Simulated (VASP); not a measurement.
OSZICAR of a VASP run on CsSnI3 (cubic perovskite):

File OSZICAR:
```
       N       E                     dE             d eps       ncg     rms          rms(c)
DAV:   1     0.358659290294E+03    0.35866E+03   -0.18208E+04   520   0.152E+03
DAV:   2     0.386311851448E+02   -0.32003E+03   -0.31266E+03   630   0.302E+02
DAV:   3    -0.963604560076E+00   -0.39595E+02   -0.39308E+02   588   0.119E+02
DAV:   4    -0.248039262722E+01   -0.15168E+01   -0.15107E+01   668   0.279E+01
DAV:   5    -0.252831284921E+01   -0.47920E-01   -0.47897E-01   786   0.450E+00    0.393E+00
DAV:   6    -0.228041778366E+01    0.24790E+00   -0.47188E-01   658   0.384E+00    0.254E+00
DAV:   7    -0.227001211413E+01    0.10406E-01   -0.31204E-01   640   0.246E+00    0.907E-01
DAV:   8    -0.227899122808E+01   -0.89791E-02   -0.44483E-02   602   0.157E+00    0.277E-01
DAV:   9    -0.227962039377E+01   -0.62917E-03   -0.29749E-03   650   0.433E-01    0.121E-01
DAV:  10    -0.228031732179E+01   -0.69693E-03   -0.12042E-03   594   0.206E-01    0.475E-02
DAV:  11    -0.228044493916E+01   -0.12762E-03   -0.49693E-04   580   0.163E-01    0.279E-02
DAV:  12    -0.228045201065E+01   -0.70715E-05   -0.40889E-05   636   0.390E-02    0.229E-02
DAV:  13    -0.228045196266E+01    0.47996E-07   -0.36837E-06   608   0.130E-02    0.819E-03
DAV:  14    -0.228045135673E+01    0.60593E-06   -0.23758E-06   688   0.119E-02    0.186E-03
DAV:  15    -0.228045149635E+01   -0.13962E-06   -0.36029E-07   526   0.429E-03    0.219E-03
DAV:  16    -0.228045158199E+01   -0.85645E-07   -0.26863E-08   354   0.146E-03
   1 F= -.22804516E+01 E0= -.22804516E+01  d E =-.543705E-09
```

### Question
Which electronic solver shows in the log?

### Answer
It is blocked Davidson (ALGO = Normal, or the opening steps of other solvers). The INCAR had ALGO = Normal.

### Question
Can the final energy be trusted as converged?

### Answer
Self-consistency was reached. It stopped with EDIFF = 1E-7, NELM = 100 (vdW-DF-cx, plane waves, VASP's PBE PAW potentials (set 64)).

The compound is CsSnI3 in the cubic perovskite structure, the ideal cubic form; the compound distorts at low or room temperature. This cell is one point of a volume scan, at 1.03 of the reference volume.
